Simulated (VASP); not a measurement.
```xyz
1
Lattice="-1.6315 1.6315 1.6315 1.6315 -1.6315 1.6315 1.6315 1.6315 -1.6315" Properties=species:S:1:pos:R:3 pbc="T T T"
Nb     0.0000     0.0000     0.0000
```

These are TPSS meta-GGA, VASP's PBE PAW potentials (set 64) (plane waves; VASP) values and carry that method's errors. Settings: 520 eV cut-off, 15×15×15 Γ-centred mesh, first-order Methfessel-Paxton smearing of 0.10 eV, potentials Nb_sv.

### Question
Give the stress tensor in GPa (positive for a compressed cell).

### Answer

```
5.98  0.00  0.00
0.00  5.98  0.00
0.00  0.00  5.98
```
The pressure is its mean diagonal, 5.98 GPa.

The compound is Nb in the bcc structure. This cell is one point of a volume scan, at 0.97 of the reference volume.
